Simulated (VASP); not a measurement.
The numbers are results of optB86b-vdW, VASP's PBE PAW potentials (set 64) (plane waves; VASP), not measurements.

VASP ran on this input.

### KPOINTS
```
K-points
0
gamma
13 13 13
```

**INCAR**
```
! general
SYSTEM  =Li
PREC    =Accurate
ENCUT   =520
LREAL   =F
LASPH   =T

! electronic loop
EDIFF   =1E-6
NELM    =100
ALGO    =Normal

! smearing
ISMEAR  =1
SIGMA   =0.1

! functional
GGA     =MK
LUSE_VDW=T
AGGAC   =0.0
PARAM1  =0.1234
PARAM2  =1.0

! ions
IBRION  =2
NSW     =60
ISIF    =3
EDIFFG  =-0.01

! output
LWAVE   =F
LCHARG  =F
```

POSCAR:
```
Li
1
   -1.7199905921     1.7199905921     1.7199905921
    1.7199905921    -1.7199905921     1.7199905921
    1.7199905921     1.7199905921    -1.7199905921
Li
1
Direct
  0.0000000000   0.0000000000   0.0000000000
```

POTCAR, in this order: Li_sv (PBE.64 set). Program: vasp_std.

The run wrote:

### OSZICAR
```
       N       E                     dE             d eps       ncg     rms          rms(c)
DAV:   1     0.142981192609E+01    0.14298E+01   -0.68259E+02   845   0.407E+02
DAV:   2    -0.864063251660E+00   -0.22939E+01   -0.21968E+01  1145   0.589E+01
DAV:   3    -0.101061931897E+01   -0.14656E+00   -0.14649E+00  1075   0.105E+01
DAV:   4    -0.101348383294E+01   -0.28645E-02   -0.28644E-02  1060   0.160E+00
DAV:   5    -0.101351769057E+01   -0.33858E-04   -0.33857E-04  1125   0.162E-01    0.244E-01
DAV:   6    -0.101383055793E+01   -0.31287E-03   -0.43019E-04   945   0.207E-01    0.145E-01
DAV:   7    -0.101429397570E+01   -0.46342E-03   -0.12017E-03   895   0.361E-01    0.213E-02
DAV:   8    -0.101434627004E+01   -0.52294E-04   -0.33969E-04  1185   0.170E-01    0.167E-02
DAV:   9    -0.101434283023E+01    0.34398E-05   -0.51002E-06   955   0.232E-02    0.238E-03
DAV:  10    -0.101434133969E+01    0.14905E-05   -0.13370E-06   930   0.142E-02    0.316E-03
DAV:  11    -0.101434362258E+01   -0.22829E-05   -0.31035E-07   455   0.672E-03    0.586E-04
DAV:  12    -0.101434349526E+01    0.12732E-06   -0.79761E-08   440   0.320E-03
   1 F= -.10143435E+01 E0= -.10143422E+01  d E =-.101434E+01
```

File OUTCAR:
```
------------------------ aborting loop because EDIFF is reached ----------------------------------------
  FORCE on cell =-STRESS in cart. coord.  units (eV):
  Direction    XX          YY          ZZ          XY          YZ          ZX
  --------------------------------------------------------------------------------------
  Total       -0.0038909     -0.0038909     -0.0038909      0.0000000     -0.0000000      0.0000000
  in kB       -0.3062802     -0.3062802     -0.3062802      0.0000000     -0.0000000      0.0000000
  external PRESSURE =      -0.3062802 kB  Pullay stress =       0.0000000 kB
  volume of cell :       20.35
      direct lattice vectors                 reciprocal lattice vectors
    -1.719990592  1.719990592  1.719990592     0.000000000  0.290699264  0.290699264
     1.719990592 -1.719990592  1.719990592     0.290699264  0.000000000  0.290699264
     1.719990592  1.719990592 -1.719990592     0.290699264  0.290699264  0.000000000
 POSITION                                       TOTAL-FORCE (eV/Angst)
 -----------------------------------------------------------------------------------
      0.00000      0.00000      0.00000        -0.000000      0.000000     -0.000000
 -----------------------------------------------------------------------------------
    total drift:                               -0.000000     -0.000000      0.000000
  FREE ENERGIE OF THE ION-ELECTRON SYSTEM (eV)
  ---------------------------------------------------
  free  energy   TOTEN  =        -1.0143434953 eV

  energy  without entropy=       -1.0143395806  energy(sigma->0) =       -1.01434219

 reached required accuracy - stopping structural energy minimisation
```
(Selected blocks of OUTCAR.)

The compound is Li in the bcc structure. It was relaxed first. The start is the result of an earlier pass.
